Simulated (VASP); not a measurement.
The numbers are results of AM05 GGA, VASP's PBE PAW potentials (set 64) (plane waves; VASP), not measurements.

Input for VASP

**POSCAR**
```
LiCl
1.0
  0.0000000000   2.5090633150   2.5090633150
  2.5090633150   0.0000000000   2.5090633150
  2.5090633150   2.5090633150   0.0000000000
Li Cl
1 1
Cart
  0.0000000000   0.0000000000   0.0000000000
  2.5090633150   2.5090633150   2.5090633150
```

INCAR:
```
# general
SYSTEM = LiCl
PREC   = Accurate
ENCUT  = 520   # plane-wave cut-off (eV)
LREAL  = .FALSE.   # projection in real space or not
LASPH  = .TRUE.   # aspherical one-centre terms

# electronic loop
EDIFF  = 1E-7
NELM   = 100   # most electronic steps
ALGO   = Normal

# smearing
ISMEAR = 0
SIGMA  = 0.05

# functional
GGA    = AM

# ions
ISIF   = 2

# output
LWAVE  = .FALSE.
LCHARG = .FALSE.
```

**KPOINTS**
```
Automatic mesh
0
Gamma
9 9 9
0 0 0
```

POTCAR, in this order: Li_sv Cl (PBE.64 set). Program: vasp_std.

Question: Estimate the energy per atom (σ→0), pressure, band gap (on the k-mesh).

Answer: 
```yaml
energy per atom (σ→0): -3.656 eV/atom
band gap (on the k-mesh): 6.68 eV
pressure: 2.07 GPa
```

### OSZICAR
```
...
DAV:   8    -0.731217772045E+01   -0.36009E-02   -0.83727E-03   735   0.762E-01    0.110E-01
DAV:   9    -0.731218357517E+01   -0.58547E-05   -0.27312E-04   830   0.154E-01    0.344E-02
DAV:  10    -0.731224532777E+01   -0.61753E-04   -0.11952E-04   692   0.102E-01    0.250E-02
DAV:  11    -0.731225111413E+01   -0.57864E-05   -0.10537E-05   861   0.301E-02    0.123E-02
DAV:  12    -0.731225174423E+01   -0.63010E-06   -0.78210E-07   700   0.883E-03    0.594E-03
DAV:  13    -0.731225046468E+01    0.12795E-05   -0.34495E-07   709   0.514E-03    0.605E-04
DAV:  14    -0.731225052993E+01   -0.65250E-07   -0.15235E-08   360   0.121E-03
   1 F= -.73122505E+01 E0= -.73122505E+01  d E =-.503276E-25
```

The compound is LiCl in the rock salt structure. This cell is one point of a volume scan, at 0.94 of the reference volume.
